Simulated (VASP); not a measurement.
Here is the system:

```xyz
2
Lattice="0.0000 2.6868 2.6868 2.6868 0.0000 2.6868 2.6868 2.6868 0.0000" Properties=species:S:1:pos:R:3 pbc="T T T"
Ti     0.0000     0.0000     0.0000
S      1.3434     1.3434     1.3434
```

All values below come from PBEsol GGA, VASP's PBE PAW potentials (set 64) (plane waves; VASP 6.6.1). Settings: 400 eV cut-off, Gaussian smearing of 0.050 eV, potentials Ti_sv S.

Predict the band gap (along the path) with the smallest direct gap where there is one.

```yaml
band gap (along the path): none (metal, semimetal or under 0.01 eV)
```

The absolute energy has meaning only against runs of the same code, potentials and settings.

The structure was generated: TiS was put into the zinc blende type (F-43m), which need not be its known phase. It was relaxed first, which changed the volume by -32 %.
